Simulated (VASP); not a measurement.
Method: r2SCAN meta-GGA, VASP's PBE PAW potentials (set 64) (plane waves; VASP).

VASP input:

INCAR:
```
! general
SYSTEM =CoAl
PREC   =Accurate
ENCUT  =480
LREAL  =.FALSE.   ! projection in real space or not
LASPH  =.TRUE.   ! aspherical one-centre terms

! electronic loop
EDIFF  =1E-7
NELM   =100   ! most electronic steps
ALGO   =Normal   ! blocked Davidson
LMAXMIX=4
LMIXTAU=.TRUE.

! smearing
ISMEAR =1   ! Methfessel-Paxton
SIGMA  =0.1   ! width (eV)

! functional
METAGGA=R2SCAN

! ions
ISIF   =2

! output
LWAVE  =.FALSE.
LCHARG =.FALSE.
```

**KPOINTS**
```
Automatic mesh
0
G
12 12 12
0 0 0
```

File POSCAR:
```
CoAl
1
    2.8205296959     0.0000000000     0.0000000000
    0.0000000000     2.8205296959     0.0000000000
    0.0000000000     0.0000000000     2.8205296959
Al Co
1 1
Direct
  0.5000000000   0.5000000000   0.5177271667
  0.0000000000   0.0000000000   0.0000000000
```

POTCAR, in this order: Al Co (PBE.64 set). Program: vasp_std.

Output

### OSZICAR
```
       N       E                     dE             d eps       ncg     rms          rms(c)
DAV:   1     0.263652624299E+02    0.26365E+02   -0.52791E+03  3936   0.123E+03
DAV:   2    -0.229921171442E+02   -0.49357E+02   -0.46784E+02  3942   0.195E+02
DAV:   3    -0.242849939507E+02   -0.12929E+01   -0.12837E+01  4692   0.419E+01
DAV:   4    -0.243091485404E+02   -0.24155E-01   -0.24145E-01  4916   0.506E+00
DAV:   5    -0.243098919894E+02   -0.74345E-03   -0.74344E-03  4618   0.842E-01    0.140E+01
DAV:   6    -0.257558114343E+02   -0.14459E+01   -0.80222E+01  4302   0.145E+02    0.183E+01
DAV:   7    -0.210474314125E+02    0.47084E+01   -0.32528E+01  4322   0.837E+01    0.210E+00
DAV:   8    -0.210860961830E+02   -0.38665E-01   -0.42684E-01  4544   0.819E+00    0.202E+00
DAV:   9    -0.210723800503E+02    0.13716E-01   -0.28183E-01  4420   0.927E+00    0.750E-01
DAV:  10    -0.210632179352E+02    0.91621E-02   -0.47433E-02  4382   0.381E+00    0.171E-01
DAV:  11    -0.210680184635E+02   -0.48005E-02   -0.32348E-03  4256   0.750E-01    0.117E-01
DAV:  12    -0.210680372199E+02   -0.18756E-04   -0.80141E-05  5488   0.898E-02    0.224E-02
DAV:  13    -0.210680413127E+02   -0.40928E-05   -0.86814E-06  4124   0.385E-02    0.504E-03
DAV:  14    -0.210680432130E+02   -0.19003E-05   -0.32568E-06  4082   0.234E-02    0.403E-03
DAV:  15    -0.210680430545E+02    0.15849E-06   -0.13237E-06  4228   0.133E-02    0.132E-03
DAV:  16    -0.210680431379E+02   -0.83421E-07   -0.12428E-07  2262   0.489E-03
   1 F= -.21068043E+02 E0= -.21068099E+02  d E =0.167541E-03
```

OUTCAR:
```
------------------------ aborting loop because EDIFF is reached ----------------------------------------
  FORCE on cell =-STRESS in cart. coord.  units (eV):
  Direction    XX          YY          ZZ          XY          YZ          ZX
  --------------------------------------------------------------------------------------
  Total        0.0662297      0.0662297      0.0446585      0.0000000      0.0000000      0.0000000
  in kB        4.7290239      4.7290239      3.1887649      0.0000000      0.0000000      0.0000000
  external PRESSURE =       4.2156042 kB  Pullay stress =       0.0000000 kB
  volume of cell :       22.44
      direct lattice vectors                 reciprocal lattice vectors
     2.820529696  0.000000000  0.000000000     0.354543333  0.000000000  0.000000000
     0.000000000  2.820529696  0.000000000     0.000000000  0.354543333  0.000000000
     0.000000000  0.000000000  2.820529696     0.000000000  0.000000000  0.354543333
 POSITION                                       TOTAL-FORCE (eV/Angst)
 -----------------------------------------------------------------------------------
      1.41026      1.41026      1.46026        -0.000000      0.000000     -0.418898
      0.00000      0.00000      0.00000         0.000000     -0.000000      0.418898
 -----------------------------------------------------------------------------------
    total drift:                               -0.000000     -0.000000     -0.001403
  FREE ENERGIE OF THE ION-ELECTRON SYSTEM (eV)
  ---------------------------------------------------
  free  energy   TOTEN  =       -21.0680431379 eV

  energy  without entropy=      -21.0682106794  energy(sigma->0) =      -21.06809899
```
(Selected blocks of OUTCAR.)

The compound is CoAl in the CsCl type structure. This cell was strained or had an atom moved on purpose. The run is not spin-polarised, so no magnetic state was tried.
